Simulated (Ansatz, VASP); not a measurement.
# SnSeS in two plane-wave programs, part 3 of 3

Wanted: the spread between two codes on one cell, functional and k mesh. The cell is taken from a series of runs on this material, whose earlier steps may have relaxed, scaled, displaced or heated it; both programs get it as it stands.

VASP 6.6.1 and Ansatz 0.2.0.

So far: VASP: zone-centre phonons, PBEsol, pair 1; Ansatz: zone-centre phonons, PBEsol, pair 1; Comparison; VASP: zone-centre phonons, PBEsol, pair 2; Ansatz: zone-centre phonons, PBEsol, pair 2; Side by side.

### 8. Ansatz: zone-centre phonons, PBEsol, pair 3

Level of this step: Ansatz beside VASP: Kohn-Sham DFT, plane waves, PBEsol (Ansatz).

Second derivatives magnify differences that forces hide, and they need a tight electronic threshold.

The cell is taken from a series of runs on this material, whose earlier steps may have relaxed, scaled, displaced or heated it; both programs get it as it stands.

The input, input.yaml:

```yaml
crystal:
  lattice:
    - [3.7990228611, 0.0, 0.0]
    - [-1.8995114306, 3.2900503073, 0.0]
    - [0.0, 0.0, 30.0]
  atoms:
    - { symbol: Sn, position: [0.0, 0.0, 0.333920786] }
    - { symbol: S, position: [0.3333333333, 0.6666666667, 0.381501336] }
    - { symbol: Se, position: [0.6666666667, 0.3333333333, 0.2812445449] }
  periodic: [true, true, false]
kpoints:
  mp_grid: { grid: [9, 9, 1] }
hamiltonian:
  xc: pbesol
  pseudopotentials: { kind: paw, azcp: { folder: soft_1 }, xc_functional: pbe }
scf:
  occupations: { method: fixed }
output:
  eigenvalues: true
phonons:
  method: dfpt
```

On the command line:

```sh
$ ansatz run input.yaml --threads 8 --pin off --max-ram 16384MiB --backend cpu --events-out ev --progress --plain --runs-dir out
```

Numbers of over 12 decimals in the logs are rounded to 6 here.

Log:

```text
[...]
Crystal: 3 atoms, lattice volume = 374.969 Å³
Basis set: ecut = 420 eV, 7313 PW (Γ), exchange–correlation on 54×54×432 points (8 copies of the dense FFT grid, shifted against one another)
Bands: 22, of which v1, the nominal top of the filled ones, is band 18 counted from 1 (17 counted from 0)
Symmetry: 6 space group operations
k-points: 25 of 81 (irreducible under 2 space group operations, time reversal used)
[...]
k-point 2: bands = [... 14 lower, -8.0627, -8.0093, -7.0848, -6.4717, -4.2275, -2.2065, -0.8043, -0.7413]
  k-point 24: bands = [... 14 lower, -9.5343, -8.4485, -7.4928, -6.7375, -4.1390, -1.2472, -0.5194, -0.2398]
[...]
ASR residual: 1.443e-4 → 0.000e0 eV/Å²; symmetrization residual: 4.262e-5 eV/Å²
  ASR residual per site (eV/Å²): 5.93e-5 1.44e-4 8.98e-6
  Γ frequencies (cm⁻¹): 0.00 0.00 0.00 131.68 131.68 180.30 180.30 213.41 311.53
[...]
[key lines of the parts left out:]
SCF converged after 13 iterations
Free energy (F): -12259.998539 eV
Fermi energy:    -6.388009 eV
```

### 9. VASP: zone-centre phonons, PBEsol, pair 3

The same cell, functional and mesh now go to VASP, with its own data sets.

The input, INCAR:

```
SYSTEM = SnSeS
PREC = Accurate
ENCUT = 500
EDIFF = 1E-08
NELM = 120
ISMEAR = 0
SIGMA = 0.01
LREAL = .FALSE.
ALGO = Normal
GGA = PS
NBANDS = 19
LORBIT = 11
LWAVE = .FALSE.
LCHARG = .FALSE.
ISIF = 2
IBRION = 8
LASPH = .TRUE.
GGA_COMPAT = .FALSE.
EFERMI = MIDGAP
NELMDL = -8
KPAR = 2
```

The input, POSCAR:

```
SnSeS
1.0
    3.7990228611      0.0000000000      0.0000000000
   -1.8995114306      3.2900503073      0.0000000000
    0.0000000000      0.0000000000     30.0000000000
Sn S Se
1 1 1
Direct
    0.0000000000      0.0000000000      0.3339207860
    0.3333333333      0.6666666667      0.3815013360
    0.6666666667      0.3333333333      0.2812445449
```

The input, KPOINTS:

```
Automatic mesh
0
Gamma
9 9 1
0 0 0
```

The projector-augmented-wave data sets are Sn_d, S and Se (PBE family, release 64).

On the command line:

```sh
$ mpirun -np 2 vasp_std
```

Log:

```text
[... set-up lines as in an earlier step ...]
 entering main loop
       N       E                     dE             d eps       ncg     rms          rms(c)
DAV:   1     0.176131709294E+03    0.17613E+03   -0.10326E+04   552   0.995E+02
DAV:   2     0.845678913798E+01   -0.16767E+03   -0.16421E+03   599   0.217E+02
DAV:   3    -0.132657779279E+02   -0.21723E+02   -0.21651E+02   581   0.897E+01
DAV:   4    -0.139036866277E+02   -0.63791E+00   -0.63648E+00   655   0.189E+01
[...]
DAV:  28    -0.135192471176E+02   -0.51947E-07    0.29557E-10   477   0.734E-05    0.853E-06
DAV:  29    -0.135192471319E+02   -0.14208E-07    0.50777E-10   460   0.333E-05    0.176E-05
DAV:  30    -0.135192471368E+02   -0.49586E-08    0.55370E-10   429   0.157E-05
   1 F= -.13519247E+02 E0= -.13519247E+02  d E =0.000000E+00
 Linear response reoptimize wavefunctions to high precision
DAV:   1    -0.135192471383E+02   -0.15361E-08    0.55470E-10   466   0.118E-05
DAV:   2    -0.135192471383E+02    0.90949E-11    0.55963E-10   368   0.497E-06
 Linear response DOF=           6
 Linear response progress:
[...]
RMM:  10    -0.788696859449E-01    0.58623E-07    0.61553E-08  3439   0.628E-05    0.684E-06
RMM:  11    -0.788697209365E-01   -0.34992E-07   -0.10729E-08  3295   0.246E-05    0.311E-06
RMM:  12    -0.788697270308E-01   -0.60943E-08   -0.15125E-08  3425   0.948E-06    0.126E-06
 first order change of Fermi-energy  -0.14665E-03
 force on displaced ion       3 direction 1 :  -3.344  -0.000  -0.000
 Linear response progress:
  Degree of freedom:   6/  6
       N       E                     dE             d eps       ncg     rms          rms(c)
RMM:   1    -0.116512196635E+00   -0.11651E+00    0.55781E-02  1018   0.151E+00
RMM:   2    -0.114957461414E+00    0.15547E-02   -0.23702E-03   824   0.254E-01    0.102E-01
RMM:   3    -0.114707878590E+00    0.24958E-03   -0.31352E-04   889   0.969E-02    0.462E-02
RMM:   4    -0.114652318289E+00    0.55560E-04   -0.58496E-05   912   0.432E-02    0.263E-02
[...]
RMM:  13    -0.114633394861E+00   -0.39057E-06   -0.11971E-07   947   0.244E-04    0.348E-05
RMM:  14    -0.114633396037E+00   -0.11763E-08   -0.11731E-07   976   0.751E-05    0.352E-05
RMM:  15    -0.114633388895E+00    0.71428E-08   -0.17811E-08   911   0.945E-05    0.691E-06
 first order change of Fermi-energy  -0.10292E+01
 force on displaced ion       3 direction 3 :   0.000  -0.000  -9.066
 Linear response finished
```

Parts of OUTCAR (step 9):

```text
  Total       -1.2010839     -1.2010839      0.0190115      0.0000000      0.0000000      0.0000000
  in kB       -5.1320186     -5.1320186      0.0812327      0.0000000      0.0000000      0.0000000
  external PRESSURE =      -3.3942681 kB  Pullay stress =       0.0000000 kB

 POSITION                                       TOTAL-FORCE (eV/Angst)
 -----------------------------------------------------------------------------------
      0.00000      0.00000     10.01762        -0.000000      0.000000      0.006836
     -0.00000      2.19337     11.44504        -0.000000      0.000000      0.009448
      1.89951      1.09668      8.43734         0.000000      0.000000     -0.016284
 -----------------------------------------------------------------------------------
    total drift:                               -0.000000     -0.000000      0.000251

[... 2 further parts left out ...]
```

### 10. Side by side

What differs besides the data sets and the points named for the pairs above, as far as they apply: the data sets hold 36 valence electrons in Ansatz (on its PAW soft_1 files) and 26 in VASP. Total energies have different zeros and are not compared.

Compared:

| quantity | Ansatz | VASP | difference |
| --- | --- | --- | --- |
| optical mode 1 to 2 (cm⁻¹) | 131.7 | 132.2 | -0.41 % |
| optical mode 3 to 4 (cm⁻¹) | 180.3 | 179.2 | +0.62 % |
| optical mode 5 (cm⁻¹) | 213.4 | 213.9 | -0.22 % |
| optical mode 6 (cm⁻¹) | 311.5 | 312.2 | -0.20 % |

Modes are paired by rising frequency, not by their patterns, so a pair may set unlike modes beside each other; they are those without the splitting of longitudinal modes. Where the cell holds vacuum, a pressure given here is an average over it and none of the material.

### 11. Summary of results

```yaml
r_m_s_difference_of_the_optical_zone_centre_modes_each_program_s_sorted_by_frequency_zone_centre_phonons_pbesol_pair_1: 0.87 cm⁻¹
difference_in_optical_mode_4_zone_centre_phonons_pbesol_pair_1: +0.8 %
r_m_s_difference_of_the_optical_zone_centre_modes_each_program_s_sorted_by_frequency_zone_centre_phonons_pbesol_pair_2: 0.89 cm⁻¹
difference_in_optical_mode_4_zone_centre_phonons_pbesol_pair_2: +0.9 %
r_m_s_difference_of_the_optical_zone_centre_modes_each_program_s_sorted_by_frequency_zone_centre_phonons_pbesol_pair_3: 0.78 cm⁻¹
difference_in_optical_mode_3_to_4_zone_centre_phonons_pbesol_pair_3: +0.6 %
```

The r.m.s. difference of the optical zone-centre modes, each program's sorted by frequency is 0.87 cm⁻¹ (zone-centre phonons, PBEsol, pair 1). The data sets hold unlike numbers of valence electrons (36 in Ansatz and 26 in VASP), so part of the differences may come from the potentials. Among the rows given in per cent, the largest difference of the zone-centre phonons, PBEsol, pair 1 pair is in optical mode 4, +0.8 %. Among the rows given in per cent, the largest difference of the zone-centre phonons, PBEsol, pair 2 pair is in optical mode 4, +0.9 %. Among the rows given in per cent, the largest difference of the zone-centre phonons, PBEsol, pair 3 pair is in optical mode 3 to 4, +0.6 %. How closely two codes agree says nothing of how well the functional describes the real material.

[Lines on the potential files, build, host, timing and source positions are cut from VASP's logs without a mark.]

[Logs are printed without paths, hosts, clocks, repeated set-up lines and the standing remarks that a program may print on its own settings, such as how far it seeks lower states.]

[Hosts, paths, dates, database ids (printed as entryN), source tags and the programs' standing remarks are cut or masked in the printed files.]
